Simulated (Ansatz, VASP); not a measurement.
# Cross-check of ZnIn2Ga2O7 (glassy ZnIn2Ga2O7) between VASP and Ansatz

Aim: how closely do two programs agree when they are given the same cell, functional and k mesh? The cell is taken from a series of runs on this material, whose earlier steps may have relaxed, scaled, displaced or heated it; both programs get it as it stands.

Main program and level: Ansatz 0.2.0; plane waves, with VASP 6.6.1 beside it; PBE.

## 1. The starting structure

The cell holds 96 atoms: 16 Ga, 16 In, 56 O and 8 Zn. Its edges and angles: a = 10.656 Å, b = 10.656 Å, c = 10.656 Å, α = 90.0°, β = 90.0°, γ = 90.0°. As first built, before any earlier steps moved the atoms or strained the cell (in the runner's words): 96 atoms (16 Fe, 16 Sc, 56 O, 8 Zn) placed at random at 4.16 g/cm^3, melted at 4500 K for 20 ps at fixed volume with the Morse and Coulomb pair potential with partial charges (Pedone, Malavasi, Menziani, Cormack and Segre, J. Phys. Chem. B 110, 11780 (2006)). Quenched from 4500 K to 300 K at 100 K/ps and fixed volume, held 5 ps. Then Fe was replaced by Ga, Sc was replaced by In (the potential has no terms for the new elements, so the cell is a start for a DFT relaxation). Then every atom was moved at random, 0.03 A r.m.s. a Cartesian component (hydrogen 0.6 of that).

## 2. VASP: single point, PBE

With cell and atoms fixed, the geometry can't cause a difference; cores, projectors, grids and the points listed under the comparison can.

Lines of VASP's logs that name or quote its potential files are left out, and so is its time.

INCAR

```
SYSTEM = ZnIn2Ga2O7
PREC = Accurate
ENCUT = 600
EDIFF = 1E-06
NELM = 120
ISMEAR = -1
SIGMA = 0.05
LREAL = Auto
ALGO = Normal
GGA = PE
NBANDS = 496
LORBIT = 11
LWAVE = .FALSE.
LCHARG = .FALSE.
ISIF = 2
LASPH = .TRUE.
GGA_COMPAT = .FALSE.
EFERMI = MIDGAP
NCORE = 2
```

POSCAR

```
ZnIn2Ga2O7
1.0
   10.6557000000      0.0000000000      0.0000000000
    0.0000000000     10.6557000000      0.0000000000
    0.0000000000      0.0000000000     10.6557000000
Ga In O Zn
16 16 56 8
Direct
    0.4635400000      0.6214000000      0.5184100000
    0.5799400000      0.5190500000      0.0321000000
    0.0040300000      0.1010700000      0.0649100000
    0.7937200000      0.3135100000      0.0494800000
    0.7539900000      0.9991900000      0.9146800000
    0.7248800000      0.4228300000      0.7794400000
    0.7762500000      0.1187800000      0.2927300000
    0.0524600000      0.3083000000      0.2852600000
    0.5372000000      0.6714100000      0.8037500000
    0.0140600000      0.5413700000      0.6897400000
    0.0178400000      0.8110500000      0.5096900000
    0.5282700000      0.0810600000      0.1385900000
    0.6757900000      0.1563700000      0.6182400000
    0.5210900000      0.2307000000      0.8536500000
    0.8309900000      0.7787200000      0.7513500000
    0.4702300000      0.3610500000      0.6112700000
    0.7019900000      0.8361400000      0.1619500000
    0.8753400000      0.3415800000      0.4917300000
    0.7233200000      0.8503400000      0.4673800000
    0.1938300000      0.5130600000      0.4684400000
    0.8588000000      0.5981400000      0.9876100000
    0.9665700000      0.8341600000      0.1671800000
    0.5125900000      0.9175300000      0.7351000000
    0.5231700000      0.0669300000      0.4165200000
    0.0542800000      0.3360000000      0.9378000000
    0.2934200000      0.8213500000      0.3118100000
    0.2731200000      0.0806700000      0.5754900000
    0.2586500000      0.8176700000      0.7434800000
    0.9764800000      0.0484700000      0.6403400000
    0.6177100000      0.3699000000      0.3066700000
[... 60 atom lines left out ...]
    0.8565800000      0.5605700000      0.2566100000
    0.7320500000      0.5773400000      0.5178500000
    0.0464300000      0.0560300000      0.3523300000
    0.3527900000      0.3000600000      0.1930100000
    0.4183200000      0.7903700000      0.0652800000
    0.2404400000      0.0347600000      0.1097900000
```

KPOINTS

```
Automatic mesh
0
Gamma
1 1 1
0 0 0
```

PAW data sets: Ga_d, In_d, O and Zn (PBE family, release 64).

Launch:

```sh
> mpirun -np 8 vasp_gam
```

Numbers of over 12 decimals in the logs are rounded to 6 here.

The program printed:

```text
[banner, memory and clock lines left out]
running    8 mpi-ranks, on    1 nodes
[...]
LDA part: xc-table for (Slater+PW92), standard interpolation
 POSCAR, INCAR and KPOINTS ok, starting setup
[...]
entering main loop
       N       E                     dE             d eps       ncg     rms          rms(c)
DAV:   1     0.235470572597E+05    0.23547E+05   -0.36217E+05   992   0.342E+03
DAV:   2     0.616322336218E+04   -0.17384E+05   -0.16474E+05   992   0.105E+03
DAV:   3     0.574728316063E+03   -0.55885E+04   -0.52773E+04  1168   0.423E+02
DAV:   4    -0.486788027446E+03   -0.10615E+04   -0.10242E+04  1152   0.186E+02
[...]
DAV:  21    -0.508360514098E+03    0.43836E-05   -0.34728E-05  1576   0.379E-02    0.250E-02
DAV:  22    -0.508360513961E+03    0.13644E-06   -0.16366E-05  1296   0.187E-02    0.276E-02
DAV:  23    -0.508360513024E+03    0.93777E-06   -0.77958E-06  1008   0.165E-02
   1 F= -.50836051E+03 E0= -.50835633E+03  d E =-.835783E-02
```

OUTCAR, selected parts (step 2):

```text
  Total       53.4622567     26.9621992     39.2252213     -1.0410422    -15.6823221     -5.2834809
  in kB       70.7965207     35.7042521     51.9433590     -1.3785831    -20.7670591     -6.9965633
  external PRESSURE =      52.8147106 kB  Pullay stress =       0.0000000 kB

 POSITION                                       TOTAL-FORCE (eV/Angst)
 -----------------------------------------------------------------------------------
      4.93934      6.62145      5.52402         0.999861     -0.113677      1.402607
      6.17967      5.53084      0.34205        -0.175183      1.250570     -1.213121
      0.04294      1.07697      0.69166        -0.416724     -0.656695      0.428277
      8.45764      3.34067      0.52724        -0.186201     -0.842432     -0.735062
      8.03429     10.64707      9.74656         0.449581      0.584796     -0.404936
      7.72410      4.50555      8.30548         0.624175      1.854039      0.639478
      8.27149      1.26568      3.11924         0.676742     -0.728331      0.108264
      0.55900      3.28515      3.03964         1.256313     -0.289934     -1.794231
      5.72424      7.15434      8.56452         0.683180     -1.030833     -0.501067
      0.14982      5.76868      7.34966        -1.934345      0.890181      1.932573
      0.19010      8.64231      5.43110         0.033633     -0.573994     -0.212444
      5.62909      0.86375      1.47677        -0.504006      0.276928     -0.626500
      7.20102      1.66623      6.58778         1.037085     -1.481716      0.448260
[...]
-----------------------------------------------------------------------------------
    total drift:                                0.049302      0.064303      0.033214

  FREE ENERGIE OF THE ION-ELECTRON SYSTEM (eV)
  ---------------------------------------------------
  free  energy   TOTEN  =      -508.3605130236 eV

  energy  without entropy=     -508.3521551950  energy(sigma->0) =     -508.35633411

[... 3 further parts left out ...]
[key lines of the parts left out:]
E-fermi :   4.2580
```

The run ends at a pressure of 5.28 GPa, with forces up to 4.3 eV/Å.

## 3. Ansatz: single point, PBE

Ansatz runs on its default PAW (the set named soft_2) files.

The same cell, functional, mesh and smearing now go to Ansatz, which takes its cutoff from its data sets.

input.yaml

```yaml
crystal:
  lattice:
    - [10.6557, 0.0, 0.0]
    - [0.0, 10.6557, 0.0]
    - [0.0, 0.0, 10.6557]
  atoms:
    - { symbol: Ga, position: [0.46354, 0.6214, 0.51841] }
    - { symbol: Ga, position: [0.57994, 0.51905, 0.0321] }
    - { symbol: Ga, position: [0.00403, 0.10107, 0.06491] }
    - { symbol: Ga, position: [0.79372, 0.31351, 0.04948] }
    - { symbol: Ga, position: [0.75399, 0.99919, 0.91468] }
    - { symbol: Ga, position: [0.72488, 0.42283, 0.77944] }
    - { symbol: Ga, position: [0.77625, 0.11878, 0.29273] }
    - { symbol: Ga, position: [0.05246, 0.3083, 0.28526] }
    - { symbol: Ga, position: [0.5372, 0.67141, 0.80375] }
    - { symbol: Ga, position: [0.01406, 0.54137, 0.68974] }
    - { symbol: Ga, position: [0.01784, 0.81105, 0.50969] }
    - { symbol: Ga, position: [0.52827, 0.08106, 0.13859] }
    - { symbol: Ga, position: [0.67579, 0.15637, 0.61824] }
    - { symbol: Ga, position: [0.52109, 0.2307, 0.85365] }
    - { symbol: Ga, position: [0.83099, 0.77872, 0.75135] }
    - { symbol: Ga, position: [0.47023, 0.36105, 0.61127] }
    - { symbol: In, position: [0.70199, 0.83614, 0.16195] }
    - { symbol: In, position: [0.87534, 0.34158, 0.49173] }
    - { symbol: In, position: [0.72332, 0.85034, 0.46738] }
    - { symbol: In, position: [0.19383, 0.51306, 0.46844] }
    - { symbol: In, position: [0.8588, 0.59814, 0.98761] }
    - { symbol: In, position: [0.96657, 0.83416, 0.16718] }
    - { symbol: In, position: [0.51259, 0.91753, 0.7351] }
    - { symbol: In, position: [0.52317, 0.06693, 0.41652] }
    - { symbol: In, position: [0.05428, 0.336, 0.9378] }
    - { symbol: In, position: [0.29342, 0.82135, 0.31181] }
    - { symbol: In, position: [0.27312, 0.08067, 0.57549] }
    - { symbol: In, position: [0.25865, 0.81767, 0.74348] }
    - { symbol: In, position: [0.97648, 0.04847, 0.64034] }
    - { symbol: In, position: [0.61771, 0.3699, 0.30667] }
[... 60 atom lines left out ...]
    - { symbol: Zn, position: [0.85658, 0.56057, 0.25661] }
    - { symbol: Zn, position: [0.73205, 0.57734, 0.51785] }
    - { symbol: Zn, position: [0.04643, 0.05603, 0.35233] }
    - { symbol: Zn, position: [0.35279, 0.30006, 0.19301] }
    - { symbol: Zn, position: [0.41832, 0.79037, 0.06528] }
    - { symbol: Zn, position: [0.24044, 0.03476, 0.10979] }
kpoints:
  mp_grid: { grid: [1, 1, 1] }
hamiltonian:
  xc: pbe
scf:
  occupations: { method: fermi_dirac, width: 0.05 }
output:
  forces: true
  eigenvalues: true
  populations: true
  stress: true
```

Launch:

```sh
> ansatz run input.yaml --threads 4 --pin off --max-ram 8192MiB --backend cpu --events-out ev --progress --plain --runs-dir out
```

The program printed:

```text
Engine: ansatz 0.2.0, aarch64-unknown-linux-gnu
Pseudopotentials: kind: paw
Pseudopotential: Ga, paw, valence charge 13, recommended cutoff 420 eV (normal), Ga.paw.azcp
Pseudopotential: In, paw, valence charge 13, recommended cutoff 420 eV (normal), In.paw.azcp
Pseudopotential: O, paw, valence charge 6, recommended cutoff 420 eV (normal), O.paw.azcp
Pseudopotential: Zn, paw, valence charge 12, recommended cutoff 420 eV (normal), Zn.paw.azcp
Functional definition: PBE
  parameter kappa = 0.804
  parameter beta = 0.066725
  exchange = pbe_x(kappa = kappa, mu = beta*pi^2/3)
  correlation = pbe_c(beta = beta)
Crystal: 96 atoms, lattice volume = 1209.890 Å³
Basis set: ecut = 420 eV, 23703 PW (Γ), exchange–correlation on 144×144×144 points (8 copies of the dense FFT grid, shifted against one another)
Bands: 520, of which v1, the nominal top of the filled ones, is band 424 counted from 1 (423 counted from 0)
Symmetry: 1 space group operations
Space group: P1 (ITA 1), of the structure as read, at distance tolerance 1.1e-4 Å
k-points: 1
Non-local potential: Ga, projectors of the file, l = 0: 2, l = 1: 2, l = 2: 3, l = 3: 1
Non-local potential: In, projectors of the file, l = 0: 2, l = 1: 2, l = 2: 2, l = 3: 2
Non-local potential: O, projectors of the file, l = 0: 2, l = 1: 2, l = 2: 1
Non-local potential: Zn, projectors of the file, l = 0: 2, l = 1: 2, l = 2: 3, l = 3: 1
PAW form: soft (Blöchl's): semilocal exchange-correlation on the pseudo side does not see the compensation charge
PAW one-centre angular grid: Ga, 590 points (default); XC on 64 Gauss nodes
PAW one-centre angular grid: In, 590 points (default); XC on 64 Gauss nodes
PAW one-centre angular grid: O, 110 points (default); XC on 64 Gauss nodes
PAW one-centre angular grid: Zn, 590 points (default); XC on 64 Gauss nodes
Initial density: superposition of atomic densities (neutral atoms: chi_scale 0, normalization atom), corrected by the library's trained network
Initial wavefunctions: pseudopotential atomic-orbital guess
Functional: x = pbe(κ = 0.804, μ = 0.219515), c = pbe(β = 0.066725)
SCF iter   1: F=—  HF=-208417.426368 eV  |F-HF|=—  |Δ(HF+E_count)|=         —  Δρ=2.82e-3  dr2=1.34e-1  ethr=1.77e-3  ⟨swp⟩=6.0  Hψ=1971  notcnv=0  defer=2
preconditioner: auto → Resta (q_TF=auto, 2.571 Å⁻¹)  ε∞=4.9  [insulator: Δε(μ)=0.633 eV  Ē_g=15.698 eV  σ=0.050 eV  W_gap=1.00  n_scr=364 (ndim 8)  ℏωp=31.1 eV  f_vac=0.080  D(μ)=0.15/eV (n_scr^D=0)  ε∞_Penn≈4.9]
SCF iter   2: F=—  HF=-208417.410575 eV  |F-HF|=—  |Δ(HF+E_count)|=   1.58e-2  Δρ=1.51e-3  dr2=2.79e-2  ethr=1.58e-5  ⟨swp⟩=2.0  Hψ=1021  notcnv=0  defer=77
SCF iter   3: F=—  HF=-208417.409648 eV  |F-HF|=—  |Δ(HF+E_count)|=   9.27e-4  Δρ=6.53e-4  dr2=9.90e-3  ethr=3.29e-6  ⟨swp⟩=2.0  Hψ=807  notcnv=0  defer=77
SCF iter   4: F=—  HF=-208417.408994 eV  |F-HF|=—  |Δ(HF+E_count)|=   6.54e-4  Δρ=2.35e-4  dr2=7.81e-4  ethr=1.17e-6  ⟨swp⟩=2.0  Hψ=803  notcnv=0  defer=77
SCF iter   5: F=—  HF=-208417.409092 eV  |F-HF|=—  |Δ(HF+E_count)|=   9.77e-5  Δρ=1.45e-4  dr2=2.86e-4  ethr=9.21e-8  ⟨swp⟩=2.0  Hψ=821  notcnv=0  defer=77
SCF iter   6: F=—  HF=-208417.409169 eV  |F-HF|=—  |Δ(HF+E_count)|=   7.67e-5  Δρ=4.89e-5  dr2=3.31e-5  ethr=3.37e-8  ⟨swp⟩=2.0  Hψ=821  notcnv=0  defer=77
SCF iter   7: F=—  HF=-208417.410867 eV  |F-HF|=—  |Δ(HF+E_count)|=   1.70e-3  Δρ=2.76e-5  dr2=9.95e-6  ethr=3.90e-9  ⟨swp⟩=2.0  Hψ=856  notcnv=0  defer=77
SCF iter   8: F=—  HF=-208417.410872 eV  |F-HF|=—  |Δ(HF+E_count)|=   5.52e-6  Δρ=1.00e-5  dr2=1.56e-6  ethr=1.17e-9  ⟨swp⟩=2.0  Hψ=856  notcnv=0  defer=77
SCF iter   9: F=—  HF=-208417.410874 eV  |F-HF|=—  |Δ(HF+E_count)|=   1.35e-6  Δρ=6.82e-6  dr2=5.18e-7  ethr=1.84e-10  ⟨swp⟩=2.0  Hψ=854  notcnv=0  defer=77
SCF iter  10: F=-208417.410874 eV  HF=-208417.410874 eV  |F-HF|=3.11e-8  |Δ(HF+E_count)|=   9.04e-8  Δρ=2.37e-6  dr2=7.11e-8  ethr=1.18e-11  ⟨swp⟩=9.0  Hψ=2610  notcnv=0
SCF 1 converged in 10 iterations: F = -208417.410874 eV  dr2 = 7.11e-8
  greatest PAW one-centre occupation: 0.998 electrons in one spin orbital (limit 2), on the Ga atom at site 3 (counted from 0), in its partial waves of l = 2
SCF converged after 10 iterations
Free energy (F): -208417.410874 eV
Harris-Foulkes:  -208417.410874 eV  (|F-HF|=3.11e-8)
Internal energy: -208417.404044 eV  (E = F + TS)
E sigma→0 (E₀):  -208417.407459 eV
Entropy (-TS):   -0.006830 eV (-0.071 meV/atom)
Fermi energy:    8.108177 eV
--- Per-component energies (eV) ---
  E_band       = -907.083426
  E_kinetic    = 16637.644940
  E_local      = -86508.739615  (includes V_loc(G=0)·N_el)
  E_nonlocal   = 20523.176943
  E_hartree    = 36820.634996
  E_xc         = -9710.314375
  E_vxc        = -8128.763167  (∫ρ·V_xc dr)
  E_paw        = -122060.692027  (= ΣΔE_a)
  E_vpaw       = -17071.788878  (= ΣTr[D̂ρ^β])
  E_aug_tail   = 0.131661  (compensation charges beyond the density's cutoff)
  E_ewald      = -64119.246566
[...]
atom  72  O      1.73073820    -0.83963027     0.11664397
  atom  73  O      0.58610193     1.01570792    -0.05202884
  atom  74  O      0.37086395     0.05022644    -1.11893984
  atom  75  O     -0.21959934    -0.36095835    -0.51750149
  atom  76  O      1.90751441     2.53903861    -1.51393265
  atom  77  O      0.61650523     0.54932782     0.44276334
  atom  78  O     -0.39274439    -0.41257123     1.79672490
  atom  79  O     -0.24762560    -0.36061671     0.15564748
  atom  80  O     -0.58354323     1.26347559    -1.51249337
  atom  81  O     -0.90114112     0.26403636     1.74464734
  atom  82  O      0.26194608     0.08139303    -0.30345842
  atom  83  O     -0.22152729     0.29324889    -0.07093626
  atom  84  O      0.64414479    -0.68128703    -1.93460031
  atom  85  O      1.30564483     0.26561472     1.17781045
  atom  86  O      0.49312850     1.40002185     0.05328135
  atom  87  O     -0.55332644    -0.93869519     0.95184394
  atom  88  O      0.75707600    -1.87013908    -0.31675673
  atom  89  Zn    -1.16485905    -0.04830134     0.61967730
  atom  90  Zn     0.22205063     1.02619412    -0.62095787
  atom  91  Zn     0.36213516     1.69903002     0.54051551
  atom  92  Zn    -1.05585706     0.55150864     1.07941401
  atom  93  Zn    -0.31785285    -0.93330004     0.60566308
  atom  94  Zn    -0.31789204    -0.03233818     0.23924659
  atom  95  Zn     1.59180561     0.59523479    -1.85061811
  atom  96  Zn    -0.76443084     0.25959716    -0.04019415
  max |Σ_I F_I| component: 7.34e-5 eV/Å
--- Stress (GPa, compression-positive) ---
        6.584084      -0.125689      -0.651785
       -0.125690       3.126038      -2.059906
       -0.651786      -2.059906       4.757177
  P = ⅓ Tr σ = 4.8224 GPa (48.224 kbar)
--- Band table (eV) ---
  k-point 0: bands = [... 420 lower, 7.5905, 7.6423, 7.6935, 7.8429, 8.3696, 10.5615, 10.7558, 10.9182, ... 92 higher]
--- Löwdin populations: 96 sites ---
  site symbol       q [e]
     0     Ga     12.0745
     1     Ga     12.0441
     2     Ga     12.1203
     3     Ga     12.0415
     4     Ga     11.9774
     5     Ga     11.9976
     6     Ga     12.0421
     7     Ga     12.0776
     8     Ga     12.0328
     9     Ga     12.0054
    10     Ga     12.0650
    11     Ga     12.0697
    12     Ga     12.0133
    13     Ga     12.0742
    14     Ga     11.9971
    15     Ga     12.0147
    16     In     11.8273
    17     In     11.8047
    18     In     11.8262
    19     In     11.7921
    20     In     11.8445
    21     In     11.8785
    22     In     11.7712
    23     In     11.7823
[...]
88     Zn     10.5030
    89     Zn     10.4999
    90     Zn     10.5168
    91     Zn     10.4902
    92     Zn     10.4883
    93     Zn     10.5415
    94     Zn     10.4934
    95     Zn     10.5360
  spilling = 0.004142 (of n_electrons = 848.000000)
```

The run ends at a pressure of 4.82 GPa, with forces up to 4.3 eV/Å.

## 4. Comparison

Known differences besides the potentials themselves: the cutoff is 420 eV in Ansatz and 600 eV in VASP (PREC = Accurate, projectors in real space). Total energies have different zeros and are not compared.

The two programs side by side:

```csv
quantity,Ansatz,VASP,difference
pressure (GPa),4.82,5.28,-0.46
gap on the k mesh (eV),0.527,0.502,+0.024
```

Forces on 10 of the 96 atoms, those with the largest forces and the largest differences (eV/Å; atoms numbered as in POSCAR):

```csv
atom,"Ansatz x, y, z","VASP x, y, z"
Ga10,"-1.948, 0.883, 1.927","-1.934, 0.890, 1.933"
In18,"-2.114, -2.106, 3.047","-2.145, -2.131, 3.090"
In23,"0.926, 2.724, -1.494","0.926, 2.766, -1.531"
O39,"0.980, 0.061, 0.031","1.067, 0.041, 0.074"
O43,"2.333, 1.200, -1.636","2.357, 1.238, -1.622"
O56,"-0.735, -1.447, -1.061","-0.810, -1.506, -1.042"
O58,"-1.063, -0.342, 3.064","-1.071, -0.338, 3.094"
O59,"1.878, -1.961, 0.652","1.919, -1.956, 0.664"
O76,"1.908, 2.539, -1.514","1.933, 2.503, -1.557"
Zn91,"0.362, 1.699, 0.541","0.459, 1.768, 0.574"
```

The forces differ by 26 meV/Å r.m.s., which is 2.5 % of the r.m.s. force of 1.041 eV/Å (both taken over all components). A gap on the mesh is an upper bound, since the band edges may lie between its points. VASP's last cycles still show a density residual of 3e-03, so its state may not be settled.

## 5. Outcome

```
r.m.s. force difference (single point, PBE) : 2.5 % of the r.m.s. force
```

What this shows: The r.m.s. force difference is 2.5 % of the r.m.s. force (single point, PBE), within the 3 % picked in this series as the mark of a large difference. Such differences can come from data sets, numerical settings and the points named under the comparisons, not from the functional's error against experiment.

[Lines on the potential files, build, host, timing and source positions are cut from VASP's logs without a mark.]

[Logs are printed without paths, hosts, clocks, repeated set-up lines and the standing remarks that a program may print on its own settings, such as how far it seeks lower states.]

[Hosts, paths, dates, database ids (printed as entryN), source tags and the programs' standing remarks are cut or masked in the printed files.]
